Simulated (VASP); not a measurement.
# Mo(100), as cut: electronic structure, part 2 of 3

Wanted: what it costs to take an electron out of Mo(100), held as cut.

VASP 6.6.1; PBE; plane waves and PAW (Mo).

So far: The starting structure; Potential and states of the slab.

## 2. Potential and states of the slab (continued)

ELF in the ca plane at fractional y = 0.000, with atoms of Mo within 0.2 Å of it. It is the smooth field of the valence electrons, not physical close to the nuclei.

Ten even steps from '0' (0.00) to '9' (0.51), each cell a mean:
```
11100013783200013873100024863000111100000000
12321136896420146996410257985311332110000000
34443468998743469998643579997543444321000000
45677789889987899889977899889877765431100000
45555578889865589999755689888655554321000000
23332247997531257997421368986422332211000000
11210024785310034884200135874100121110000000
01100002673100002762000013752000010000000000
```
Columns run along c (16.0 Å, from fractional 0.27 to 0.85 of the cell), rows up along a (3.1 Å). Atoms in or near the plane, at fractional coordinates: Mo at (0.33, 0.00), Mo at (0.44, 0.00), Mo at (0.56, 0.00), Mo at (0.67, 0.00).

Only the dipole across the slab is computed (IDIPOL = 3); zeros along the plane are no results.

The density of states holds every band computed, so its fall toward the upper end of the range is no gap.

The map of layer states is cut here 0.5 eV above the Fermi level, so it leaves out the states above that.

The vacuum level lies 3.97 eV above the Fermi level at the upper face; both faces agree, as the slab has next to no dipole.

The program found no field-free point at its default tolerance, but its printed level agrees with the flat part of the planar average.

On this mesh the fine structure of the density of states is sampling noise, and high empty states may be cut by the number of bands.

## 3. The slab in a field, field -0.05

A field across the slab, with the atoms held, gives the electronic response: the dipole changes linearly with the field, and the energy has a linear term from the slab's own dipole and a quadratic one from its polarisability.

INCAR reads:

```
SYSTEM = Mo
PREC = Normal
ENCUT = 300
EDIFF = 1E-06
NELM = 120
ISMEAR = -1
SIGMA = 0.1
LREAL = .FALSE.
ALGO = Fast
GGA = PE
NBANDS = 28
LASPH = .TRUE.
LORBIT = 11
LWAVE = .FALSE.
LCHARG = .FALSE.
KPAR = 2
IDIPOL = 3
LDIPOL = .TRUE.
DIPOL = 0.5 0.5 0.5
EFIELD = -0.05
LVHAR = .TRUE.
```

POSCAR reads:

```
Mo
1.0
    3.1500000000      0.0000000000      0.0000000000
    0.0000000000      3.1500000000      0.0000000000
    0.0000000000      0.0000000000     27.4500000000
Mo
7
Direct
    0.0000000000      0.0000000000      0.3278688525
    0.5000000000      0.5000000000      0.3852459016
    0.0000000000      0.0000000000      0.4426229508
    0.5000000000      0.5000000000      0.5000000000
    0.0000000000      0.0000000000      0.5573770492
    0.5000000000      0.5000000000      0.6147540984
    0.0000000000      0.0000000000      0.6721311475
```

KPOINTS reads:

```
Automatic mesh
0
Gamma
16 16 1
0 0 0
```

The projector-augmented-wave data sets are Mo (PBE family, release 64).

On the command line:

```bash
$ mpirun -np 2 vasp_std
```

Log:

```text
[banner, memory and clock lines left out]
running    2 mpi-ranks, on    1 nodes
 distrk:  each k-point on    1 cores,    2 groups
 distr:  one band on    1 cores,    1 groups

 POSCAR found type information on POSCAR Mo
 POSCAR found :  1 types and       7 ions
 LDA part: xc-table for (Slater+PW92), standard interpolation
 POSCAR, INCAR and KPOINTS ok, starting setup
 FFT: planning ... GRIDC
 FFT: planning ... GRID_SOFT
 FFT: planning ... GRID
 WAVECAR not read
 entering main loop
       N       E                     dE             d eps       ncg     rms          rms(c)
DAV:   1     0.155924373520E+03    0.15592E+03   -0.12279E+04  2544   0.773E+02
DAV:   2    -0.590777045354E+02   -0.21500E+03   -0.20545E+03  3400   0.200E+02
DAV:   3    -0.782065831537E+02   -0.19129E+02   -0.18389E+02  3456   0.584E+01
DAV:   4    -0.796684316972E+02   -0.14618E+01   -0.14120E+01  4248   0.142E+01
DAV:   5    -0.797264208323E+02   -0.57989E-01   -0.56047E-01  3960   0.256E+00    0.354E+01
RMM:   6    -0.980254429258E+02   -0.18299E+02   -0.12811E+02  4576   0.361E+01    0.214E+01
RMM:   7    -0.180230880362E+03   -0.82205E+02   -0.13198E+02  4425   0.501E+01    0.278E+01
RMM:   8    -0.864321115377E+02    0.93799E+02   -0.81909E+01  3315   0.329E+01    0.147E+01
RMM:   9    -0.782343510253E+02    0.81978E+01   -0.24269E+01  3472   0.183E+01    0.120E+01
RMM:  10    -0.739628500606E+02    0.42715E+01   -0.55813E+00  3846   0.797E+00    0.810E+00
RMM:  11    -0.759682659162E+02   -0.20054E+01   -0.41837E+00  3557   0.637E+00    0.966E+00
RMM:  12    -0.735549071196E+02    0.24134E+01   -0.20572E+00  3819   0.415E+00    0.576E+00
RMM:  13    -0.733716225400E+02    0.18328E+00   -0.40225E-01  3884   0.204E+00    0.543E+00
RMM:  14    -0.730814931529E+02    0.29013E+00   -0.21922E+00  4298   0.403E+00    0.487E+00
RMM:  15    -0.726996178303E+02    0.38188E+00   -0.50081E-01  3765   0.195E+00    0.394E+00
RMM:  16    -0.724361937832E+02    0.26342E+00   -0.15517E+00  4273   0.308E+00    0.176E+00
RMM:  17    -0.724856880898E+02   -0.49494E-01   -0.24058E-01  3402   0.161E+00    0.160E+00
RMM:  18    -0.724531661661E+02    0.32522E-01   -0.80209E-02  3834   0.881E-01    0.140E+00
RMM:  19    -0.723866247425E+02    0.66541E-01   -0.28238E-01  4051   0.122E+00    0.697E-01
RMM:  20    -0.723763140956E+02    0.10311E-01   -0.35223E-02  3846   0.616E-01    0.163E-01
RMM:  21    -0.723796607130E+02   -0.33466E-02   -0.54120E-03  3427   0.308E-01    0.340E-01
RMM:  22    -0.723768994553E+02    0.27613E-02   -0.40125E-03  3884   0.171E-01    0.123E-01
RMM:  23    -0.723769127716E+02   -0.13316E-04   -0.29484E-03  3859   0.146E-01    0.610E-02
RMM:  24    -0.723770166721E+02   -0.10390E-03   -0.55032E-04  3736   0.840E-02    0.430E-02
RMM:  25    -0.723770804870E+02   -0.63815E-04   -0.41526E-04  4154   0.525E-02    0.377E-02
RMM:  26    -0.723771044697E+02   -0.23983E-04   -0.89698E-05  3200   0.384E-02    0.186E-02
RMM:  27    -0.723771354146E+02   -0.30945E-04   -0.12385E-04  3732   0.304E-02    0.115E-02
RMM:  28    -0.723771519314E+02   -0.16517E-04   -0.28919E-05  3688   0.164E-02    0.114E-02
RMM:  29    -0.723771750366E+02   -0.23105E-04   -0.94134E-06  2799   0.977E-03    0.818E-03
RMM:  30    -0.723771808189E+02   -0.57823E-05   -0.67023E-06  2553   0.720E-03    0.737E-03
RMM:  31    -0.723771817801E+02   -0.96124E-06   -0.30055E-06  2149   0.535E-03
   1 F= -.72377182E+02 E0= -.72259197E+02  d E =-.235971E+00
```

Run time: 2.2 min. Hardware: 2 MPI ranks of Intel Xeon Platinum 8488C (Sapphire Rapids), shared host; peak memory 0.46 GiB; 4.4 min of CPU time.

OUTCAR, selected parts (step 3):

```text
The static configuration has the point symmetry D_4h.

 Found     45 irreducible k-points:

   k-points           NKPTS =     45   k-points in BZ     NKDIM =     45   number of bands    NBANDS=     28

   NELECT =      42.0000    total number of electrons

 dipolmoment           0.000000      0.000000     -0.037957 electrons x Angstroem

 E-fermi :   0.3948

 k-point     1 :       0.0000    0.0000    0.0000
  band No.  band energies     occupation
    ...
     20      -0.1794      1.99360
     21       0.2645      1.57249
     22       0.2645      1.57249
     23       0.3175      1.36823
     24       0.3400      1.26708
     25       0.6879      0.10124
     26       0.7783      0.04228
     27       1.2678      0.00032
     28       1.2678      0.00032

 k-point     2 :       0.0625    0.0000    0.0000
  band No.  band energies     occupation
    ...
     19      -0.2870      1.99781
     20       0.0543      1.93570
     21       0.0634      1.92980
     22       0.0881      1.91102
     23       0.3244      1.33784
     24       0.6080      0.21192
     25       0.8274      0.02609
     26       0.9463      0.00802
     27       0.9613      0.00690
     28       1.7315      0.00000

  Total       -8.0627304     -8.0627304     -6.0639467      0.0000000      0.0000000      0.0000000
  in kB      -47.4273943    -47.4273943    -35.6699502      0.0000000      0.0000000      0.0000000
  external PRESSURE =     -43.5082463 kB  Pullay stress =       0.0000000 kB

 POSITION                                       TOTAL-FORCE (eV/Angst)
 -----------------------------------------------------------------------------------
      0.00000      0.00000      9.00000        -0.000000     -0.000000      1.530651
      1.57500      1.57500     10.57500        -0.000000      0.000000     -1.310003
      0.00000      0.00000     12.15000        -0.000000      0.000000     -0.186880
      1.57500      1.57500     13.72500        -0.000000      0.000000      0.000625
      0.00000      0.00000     15.30000         0.000000      0.000000      0.185404
      1.57500      1.57500     16.87500        -0.000000     -0.000000      1.314626
      0.00000      0.00000     18.45000        -0.000000      0.000000     -1.534423
 -----------------------------------------------------------------------------------
    total drift:                                0.000000      0.000000     -0.001209

  FREE ENERGIE OF THE ION-ELECTRON SYSTEM (eV)
  ---------------------------------------------------
  free  energy   TOTEN  =       -72.3771817801 eV

  energy  without entropy=      -72.1412112413  energy(sigma->0) =      -72.25919651

 vacuum level on the upper side and lower side of the slab         4.694         4.058

 total charge
# of ion       s       p       d       tot
------------------------------------------
    1        0.457   0.281   4.264   5.001
    2        0.522   0.534   4.331   5.387
    3        0.520   0.559   4.330   5.409
    4        0.520   0.561   4.353   5.434
    5        0.520   0.559   4.329   5.409
    6        0.522   0.534   4.332   5.388
    7        0.456   0.280   4.264   5.000
--------------------------------------------------
tot          3.519   3.307  30.203  37.029

[... 7 parts as in an earlier step ...]

[... 5 further parts left out ...]
```

Numbers from this step:

```yaml
electronic_cycles: 31
free_energy_toten: -72.3772 eV
energy_at_zero_smearing: -72.2592 eV
fermi_energy: 0.3948 eV
dipole_moment: 0, 0, -0.03796 e·Å
```

The planar average of the electrostatic potential oscillates, so the rows of the table below give means over windows of 1.6 Å about each position, cut where the curve ends. Its maxima inside the range that stand out by 2 % of the span (Å: eV): 9.8: -5.77, 11.3: -6.33, 12.9: -6.23, 14.5: -6.23, 16.1: -6.33, 17.6: -5.77. Its minima: 9.0: -6.76, 10.6: -7.34, 12.1: -7.44, 13.7: -7.32, 15.3: -7.44, 16.8: -7.34, 18.4: -6.76.

Zero at the Fermi level. Table of planar average of the electrostatic potential by height; means over each step:

| height (Å) | planar average of the electrostatic potential (eV) |
| --- | --- |
| 0.80 | 3.72 |
| 2.40 | 3.76 |
| 4.00 | 3.84 |
| 5.60 | 3.88 |
| 7.20 | 2.83 |
| 8.80 | -4.89 |
| 10.40 | -6.56 |
| 12.00 | -6.81 |
| 13.60 | -6.71 |
| 15.20 | -6.80 |
| 16.80 | -6.65 |
| 18.40 | -5.62 |
| 20.00 | 2.07 |
| 21.60 | 3.97 |
| 23.20 | 4.10 |
| 24.80 | 4.19 |
| 26.40 | 4.26 |

Force by atom:

| atom | x (eV/Å) | y (eV/Å) | z (eV/Å) | size |
| --- | --- | --- | --- | --- |
| Mo1 | 0.00 | 0.00 | 1.53 | 1.53 |
| Mo2 | 0.00 | 0.00 | -1.31 | 1.31 |
| Mo3 | 0.00 | 0.00 | -0.19 | 0.19 |
| Mo4 | 0.00 | 0.00 | 0.00 | 0.00 |
| Mo5 | 0.00 | 0.00 | 0.19 | 0.19 |
| Mo6 | 0.00 | 0.00 | 1.31 | 1.31 |
| Mo7 | 0.00 | 0.00 | -1.53 | 1.53 |

VASP counts the dipole in electrons times Å, so a positive number points the physical dipole along −c. A positive EFIELD is likewise a physical field along −c.

Energy at zero smearing: -72.25920 eV.

## 4. The slab in a field, field 0.05

INCAR: that of step 3 with these lines changed.

```diff
@@ -19,3 +19,3 @@
 DIPOL = 0.5 0.5 0.5
-EFIELD = -0.05
+EFIELD = 0.05
 LVHAR = .TRUE.
```

POSCAR is that of step 3.

KPOINTS is that of step 3.

On the command line:

```bash
$ mpirun -np 2 vasp_std
```

Log:

```text
[... set-up lines as in an earlier step ...]
 entering main loop
       N       E                     dE             d eps       ncg     rms          rms(c)
DAV:   1     0.156429977533E+03    0.15643E+03   -0.12275E+04  2536   0.773E+02
DAV:   2    -0.588938878728E+02   -0.21532E+03   -0.20546E+03  3396   0.200E+02
DAV:   3    -0.782049890097E+02   -0.19311E+02   -0.18463E+02  3536   0.586E+01
DAV:   4    -0.796696604990E+02   -0.14647E+01   -0.14180E+01  4192   0.140E+01
DAV:   5    -0.797266344821E+02   -0.56974E-01   -0.55142E-01  4056   0.253E+00    0.354E+01
RMM:   6    -0.974756065318E+02   -0.17749E+02   -0.12651E+02  4574   0.360E+01    0.213E+01
RMM:   7    -0.176713126660E+03   -0.79238E+02   -0.12315E+02  4386   0.486E+01    0.275E+01
RMM:   8    -0.880596246628E+02    0.88654E+02   -0.82424E+01  3397   0.333E+01    0.148E+01
RMM:   9    -0.801509828289E+02    0.79086E+01   -0.27192E+01  3577   0.189E+01    0.129E+01
RMM:  10    -0.754395708554E+02    0.47114E+01   -0.55733E+00  3926   0.790E+00    0.100E+01
RMM:  11    -0.756833222080E+02   -0.24375E+00   -0.47503E+00  3487   0.697E+00    0.907E+00
RMM:  12    -0.736788844904E+02    0.20044E+01   -0.35209E+00  3888   0.496E+00    0.608E+00
RMM:  13    -0.736224526352E+02    0.56432E-01   -0.12795E+00  3446   0.387E+00    0.589E+00
RMM:  14    -0.731314379169E+02    0.49101E+00   -0.11866E+00  3768   0.297E+00    0.467E+00
RMM:  15    -0.729186000724E+02    0.21284E+00   -0.37148E-01  3970   0.170E+00    0.424E+00
RMM:  16    -0.726058052817E+02    0.31279E+00   -0.54276E-01  3688   0.204E+00    0.263E+00
RMM:  17    -0.723848165777E+02    0.22099E+00   -0.99722E-01  4291   0.257E+00    0.842E-01
RMM:  18    -0.723787947983E+02    0.60218E-02   -0.10752E-01  4100   0.987E-01    0.483E-01
RMM:  19    -0.723793540473E+02   -0.55925E-03   -0.36723E-02  3833   0.557E-01    0.380E-01
RMM:  20    -0.723781770688E+02    0.11770E-02   -0.46001E-02  3848   0.518E-01    0.289E-01
RMM:  21    -0.723779421206E+02    0.23495E-03   -0.10384E-02  3959   0.321E-01    0.182E-01
RMM:  22    -0.723768188542E+02    0.11233E-02   -0.27529E-03  3454   0.176E-01    0.629E-02
RMM:  23    -0.723774478627E+02   -0.62901E-03   -0.31959E-03  3832   0.138E-01    0.122E-01
RMM:  24    -0.723769605264E+02    0.48734E-03   -0.69488E-04  3297   0.944E-02    0.463E-02
RMM:  25    -0.723770469248E+02   -0.86398E-04   -0.94615E-04  3943   0.690E-02    0.369E-02
RMM:  26    -0.723771007635E+02   -0.53839E-04   -0.24146E-04  3244   0.536E-02    0.291E-02
RMM:  27    -0.723771249804E+02   -0.24217E-04   -0.47745E-05  3396   0.265E-02    0.117E-02
RMM:  28    -0.723771569157E+02   -0.31935E-04   -0.39756E-05  3597   0.173E-02    0.100E-02
RMM:  29    -0.723771710631E+02   -0.14147E-04   -0.17170E-05  3297   0.120E-02    0.452E-03
RMM:  30    -0.723771749003E+02   -0.38372E-05   -0.56740E-06  2298   0.603E-03    0.453E-03
RMM:  31    -0.723771817019E+02   -0.68016E-05   -0.30168E-06  2122   0.483E-03    0.352E-03
RMM:  32    -0.723771856403E+02   -0.39384E-05   -0.24646E-06  2004   0.430E-03    0.249E-03
RMM:  33    -0.723771892484E+02   -0.36081E-05   -0.21849E-06  2016   0.416E-03    0.166E-03
RMM:  34    -0.723771904714E+02   -0.12230E-05   -0.11820E-06  1888   0.306E-03    0.150E-03
RMM:  35    -0.723771919374E+02   -0.14660E-05   -0.70878E-07  1830   0.238E-03    0.676E-04
RMM:  36    -0.723771926570E+02   -0.71954E-06   -0.57767E-07  1478   0.187E-03
   1 F= -.72377193E+02 E0= -.72259194E+02  d E =-.235997E+00
```

Wall time 2.1 min (2 MPI ranks); peak memory 0.46 GiB.

Parts of OUTCAR (step 4):

```text
The static configuration has the point symmetry D_4h.

 Found     45 irreducible k-points:

   NELECT =      42.0000    total number of electrons

 dipolmoment           0.000000      0.000000      0.037858 electrons x Angstroem

 E-fermi :   0.3961

 k-point     1 :       0.0000    0.0000    0.0000
  band No.  band energies     occupation
    ...
     20      -0.1784      1.99362
     21       0.2657      1.57277
     22       0.2657      1.57277
     23       0.3190      1.36743
     24       0.3414      1.26671
     25       0.6890      0.10143
     26       0.7795      0.04232
     27       1.2690      0.00032
     28       1.2691      0.00032

 k-point     2 :       0.0625    0.0000    0.0000
  band No.  band energies     occupation
    ...
     19      -0.2858      1.99782
     20       0.0555      1.93577
     21       0.0645      1.92996
     22       0.0893      1.91105
     23       0.3258      1.33756
     24       0.6093      0.21200
     25       0.8285      0.02614
     26       0.9474      0.00803
     27       0.9625      0.00691
     28       1.7193      0.00000

  Total       -8.0640218     -8.0640218     -6.0547096      0.0000000      0.0000000      0.0000000
  in kB      -47.4349904    -47.4349904    -35.6156148      0.0000000      0.0000000      0.0000000
  external PRESSURE =     -43.4951985 kB  Pullay stress =       0.0000000 kB

 POSITION                                       TOTAL-FORCE (eV/Angst)
 -----------------------------------------------------------------------------------
      0.00000      0.00000      9.00000         0.000000      0.000000      1.533932
      1.57500      1.57500     10.57500         0.000000      0.000000     -1.313351
      0.00000      0.00000     12.15000         0.000000     -0.000000     -0.184119
      1.57500      1.57500     13.72500         0.000000      0.000000     -0.001342
      0.00000      0.00000     15.30000        -0.000000      0.000000      0.186646
      1.57500      1.57500     16.87500         0.000000     -0.000000      1.308989
      0.00000      0.00000     18.45000         0.000000      0.000000     -1.530755
 -----------------------------------------------------------------------------------
    total drift:                                0.000000      0.000000      0.000022

  FREE ENERGIE OF THE ION-ELECTRON SYSTEM (eV)
  ---------------------------------------------------
  free  energy   TOTEN  =       -72.3771926570 eV

  energy  without entropy=      -72.1411955574  energy(sigma->0) =      -72.25919411

 vacuum level on the upper side and lower side of the slab         4.055         4.691

 total charge
# of ion       s       p       d       tot
------------------------------------------
    1        0.456   0.280   4.264   5.000
    2        0.522   0.534   4.331   5.387
    3        0.521   0.559   4.330   5.409
    4        0.520   0.561   4.354   5.435
    5        0.520   0.559   4.330   5.409
    6        0.522   0.534   4.332   5.388
    7        0.457   0.281   4.263   5.000
--------------------------------------------------
tot          3.519   3.307  30.203  37.029

[... 8 parts as in an earlier step ...]

[... 5 further parts left out ...]
```

Numbers from this step:

| Item | Value |
| --- | --- |
| electronic cycles | 36 |
| Fermi energy | 0.3961 eV |
| dipole moment | 0, 0, 0.03786 e·Å |

The planar average of the electrostatic potential oscillates, so the rows of the table below give means over windows of 1.6 Å about each position, cut where the curve ends. Its maxima inside the range that stand out by 2 % of the span (Å: eV): 0.5: 4.30, 9.8: -5.77, 11.3: -6.33, 12.9: -6.23, 14.5: -6.23, 16.1: -6.33, 17.6: -5.77. Its minima: 9.0: -6.76, 10.6: -7.34, 12.1: -7.44, 13.7: -7.32, 15.3: -7.44, 16.8: -7.34, 18.4: -6.76.

Zero at the Fermi level. Planar average of the electrostatic potential against height; means over each step:

```csv
height (Å),planar average of the electrostatic potential (eV)
0.80,4.24
2.40,4.20
4.00,4.12
5.60,4.00
7.20,2.84
8.80,-4.89
10.40,-6.56
12.00,-6.81
13.60,-6.71
15.20,-6.80
16.80,-6.65
18.40,-5.62
20.00,2.07
21.60,3.86
23.20,3.85
24.80,3.77
26.40,3.69
```

Force by atom:

| atom | x (eV/Å) | y (eV/Å) | z (eV/Å) | size |
| --- | --- | --- | --- | --- |
| Mo1 | 0.00 | 0.00 | 1.53 | 1.53 |
| Mo2 | 0.00 | 0.00 | -1.31 | 1.31 |
| Mo3 | 0.00 | 0.00 | -0.18 | 0.18 |
| Mo4 | 0.00 | 0.00 | 0.00 | 0.00 |
| Mo5 | 0.00 | 0.00 | 0.19 | 0.19 |
| Mo6 | 0.00 | 0.00 | 1.31 | 1.31 |
| Mo7 | 0.00 | 0.00 | -1.53 | 1.53 |

Energy at zero smearing: -72.25919 eV.

(Part 2 of 3 ends here.)

[Lines on the potential files, build, host, timing and source positions are cut from VASP's logs without a mark.]

[Logs are printed without paths, hosts, clocks, repeated set-up lines and the standing remarks that a program may print on its own settings, such as how far it seeks lower states.]

[Hosts, paths, dates, database ids (printed as entryN), source tags and the programs' standing remarks are cut or masked in the printed files.]

[In band tables of VASP the shares of atoms and orbitals are scaled to a sum of 1 inside the atoms' spheres.]

[Runs that stopped without an error message from VASP are left out.]
